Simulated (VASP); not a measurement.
Calculation: AM05 GGA, VASP's PBE PAW potentials (set 64) (plane waves; VASP).

Input for VASP

### KPOINTS
```
Automatic
0
G
 8 8 4
```

INCAR:
```
SYSTEM = SnSe2
PREC = Accurate
ENCUT = 520
EDIFF = 1E-7
NELM = 100
ALGO = Normal
LREAL = .FALSE.
LASPH = .TRUE.
ISMEAR = -5
GGA = AM
LMAXMIX = 4
LWAVE = .FALSE.
LCHARG = .TRUE.
LORBIT = 11
NEDOS = 601
ISIF = 2
LEFG = .TRUE.
```

POSCAR:
```
SnSe2
1
    1.9099701979    -3.3081656366    -0.0000000000
    1.9099701979     3.3081656366    -0.0000000000
    0.0000000000    -0.0000000000     6.7841183465
Sn Se
1 2
Direct
  1.0000000000   0.0000000000   0.0000000000
  0.3333330000   0.6666670000   0.2329480830
  0.6666670000   0.3333330000   0.7670519170
```

POTCAR, in this order: Sn_d Se (PBE.64 set). Program: vasp_std.

The run wrote:

OSZICAR:
```
       N       E                     dE             d eps       ncg     rms          rms(c)
DAV:   1     0.195007152716E+03    0.19501E+03   -0.12293E+04  1192   0.168E+03
DAV:   2     0.816536880585E+01   -0.18684E+03   -0.18404E+03  1305   0.396E+02
DAV:   3    -0.118423312185E+02   -0.20008E+02   -0.19746E+02  1542   0.121E+02
DAV:   4    -0.124933456731E+02   -0.65101E+00   -0.65006E+00  1473   0.227E+01
DAV:   5    -0.125083800677E+02   -0.15034E-01   -0.15032E-01  1847   0.344E+00    0.487E+00
DAV:   6    -0.122605795091E+02    0.24780E+00   -0.55869E-01  1777   0.887E+00    0.310E+00
DAV:   7    -0.122343001754E+02    0.26279E-01   -0.15778E-01  1504   0.304E+00    0.868E-01
DAV:   8    -0.122333999272E+02    0.90025E-03   -0.13179E-02  1534   0.119E+00    0.255E-01
DAV:   9    -0.122339031064E+02   -0.50318E-03   -0.14031E-03  1454   0.309E-01    0.760E-02
DAV:  10    -0.122339502355E+02   -0.47129E-04   -0.12382E-04  1732   0.839E-02    0.288E-02
DAV:  11    -0.122340066930E+02   -0.56457E-04   -0.89987E-05  1276   0.541E-02    0.911E-03
DAV:  12    -0.122340073874E+02   -0.69441E-06   -0.20891E-06  1691   0.116E-02    0.685E-03
DAV:  13    -0.122340100782E+02   -0.26908E-05   -0.58986E-06  1267   0.131E-02    0.184E-03
DAV:  14    -0.122340101730E+02   -0.94852E-07   -0.14515E-07  1364   0.289E-03
   1 F= -.12234010E+02 E0= -.12234010E+02  d E =0.000000E+00
```

**OUTCAR**
```
------------------------ aborting loop because EDIFF is reached ----------------------------------------
  FORCE on cell =-STRESS in cart. coord.  units (eV):
  Direction    XX          YY          ZZ          XY          YZ          ZX
  --------------------------------------------------------------------------------------
  Total       -0.0400442     -0.0400442      0.0643370      0.0000000      0.0000000      0.0000000
  in kB       -0.7483637     -0.7483638      1.2023583      0.0000000      0.0000000      0.0000000
  external PRESSURE =      -0.0981231 kB  Pullay stress =       0.0000000 kB
  volume of cell :       85.73
      direct lattice vectors                 reciprocal lattice vectors
     1.909970198 -3.308165637  0.000000000     0.261784189 -0.151141162  0.000000000
     1.909970198  3.308165637  0.000000000     0.261784189  0.151141162  0.000000000
     0.000000000  0.000000000  6.784118346     0.000000000  0.000000000  0.147403089
 POSITION                                       TOTAL-FORCE (eV/Angst)
 -----------------------------------------------------------------------------------
      0.00000      0.00000      0.00000         0.000000      0.000000      0.000000
      1.90997      1.10272      1.58035         0.000000     -0.000000     -0.000103
      1.90997     -1.10272      5.20377        -0.000000     -0.000000      0.000103
 -----------------------------------------------------------------------------------
    total drift:                               -0.000000      0.000000      0.000000
  FREE ENERGIE OF THE ION-ELECTRON SYSTEM (eV)
  ---------------------------------------------------
  free  energy   TOTEN  =       -12.2340101730 eV

  energy  without entropy=      -12.2340101730  energy(sigma->0) =      -12.23401017

 total charge

# of ion       s       p       d       tot
------------------------------------------
    1        1.054   1.028  10.102  12.184
    2        1.483   2.306   0.026   3.815
    3        1.483   2.306   0.026   3.815
--------------------------------------------------
tot          4.020   5.639  10.154  19.814

 Electric field gradients after diagonalization (V/A^2)
 (convention: |V_zz| > |V_xx| > |V_yy|)
----------------------------------------------------------------------
 ion       V_xx      V_yy      V_zz     asymmetry (V_yy - V_xx)/ V_zz
----------------------------------------------------------------------
   1       1.116     1.114    -2.230       0.001
   2      36.628    36.627   -73.255       0.000
   3      36.628    36.627   -73.255       0.000
```
(Selected blocks of OUTCAR.)

Without a dispersion term in the relaxation, distances and binding between the weakly bound layers, chains or molecules are unreliable, and so is what depends on them.

The compound is SnSe2 in the 1T layered structure. It was relaxed first, which changed the volume by +11 %.
